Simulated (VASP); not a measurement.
Given:

```
CELL_PARAMETERS angstrom
      4.18548     0.00000     0.00000
     -2.09274     3.62473     0.00000
      0.00000     0.00000     5.53701
ATOMIC_POSITIONS crystal
  Pb 0.33333 0.66667 0.97564
  Pb 0.66667 0.33333 0.47564
  O  0.33333 0.66667 0.39936
  O  0.66667 0.33333 0.89936
```

These are PBEsol GGA, VASP's PBE PAW potentials (set 64) (plane waves; VASP) values and carry that method's errors. Run with 620 eV cut-off, 6×6×4 Γ-centred mesh, Gaussian smearing of 0.050 eV, potentials Pb_d O.

Energy and stress use the plane-wave basis of the starting cell.

Question: The ions, cell shape and volume at an external pressure of 5.0 GPa are relaxed. Give the cell that the relaxation ends in.

Answer: 
```
CELL_PARAMETERS angstrom
      4.13750     0.00000     0.00000
     -2.06875     3.58318     0.00000
      0.00000     0.00000     5.26362
ATOMIC_POSITIONS crystal
  Pb 0.33333 0.66667 0.96264
  Pb 0.66667 0.33333 0.46264
  O  0.33333 0.66667 0.41236
  O  0.66667 0.33333 0.91236
```
Space group P6_3mc (186), at a tolerance of 0.03 Å.

Question: How do energy and volume change from the first to the last step?

Answer: The energy (σ→0) changes by +22.1 meV/atom and the volume by -7.1 %, in 14 ionic steps.

The structure was generated: PbO was put into the wurtzite type (P6_3mc), which need not be its known phase. This run relaxes it under an external pressure of 5 GPa. Symmetry was kept, so distortions that lower it aren't found.
